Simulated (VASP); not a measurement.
Data:

```
YSi2
1.0
    2.81442    -2.81651     0.00266
    2.81442     2.81651     0.00266
   -2.70355     0.00000     7.25442
Y Si
2 4
Direct
  0.62406   0.37594   0.75000
  0.37594   0.62406   0.25000
  0.04233   0.79082   0.58533
  0.95767   0.20918   0.41467
  0.20918   0.95767   0.91467
  0.79082   0.04233   0.08533
```

The numbers are results of r2SCAN meta-GGA, VASP's PBE PAW potentials (set 64) (plane waves; VASP 6.6.1), not measurements. Settings: 400 eV cut-off, 9×9×5 Γ-centred mesh, tetrahedra with Blöchl corrections, potentials Y_sv Si.

For a metal the tetrahedron method with Blöchl corrections gives inexact stress and forces.

### Question
Which forces act on the atoms, in eV/Å?

### Answer

```json
[
 {"atom": "Y1", "Fx": "0.000", "Fy": "-0.011", "Fz": "0.000"},
 {"atom": "Y2", "Fx": "0.000", "Fy": "0.011", "Fz": "0.000"},
 {"atom": "Si3", "Fx": "0.015", "Fy": "0.024", "Fz": "-0.067"},
 {"atom": "Si4", "Fx": "-0.015", "Fy": "-0.024", "Fz": "0.067"},
 {"atom": "Si5", "Fx": "-0.015", "Fy": "0.024", "Fz": "0.067"},
 {"atom": "Si6", "Fx": "0.015", "Fy": "-0.024", "Fz": "-0.067"}
]
```

### Question
Give the stress tensor in GPa (positive for a compressed cell).

### Answer

```
-0.24   0.00  -0.17
 0.00  -0.36   0.00
-0.17   0.00   0.39
```
The pressure is its mean diagonal, -0.07 GPa.

The structure comes from a computed database's YSi2 entry (C2/c); how it stands against other phases isn't given here. It was relaxed first.
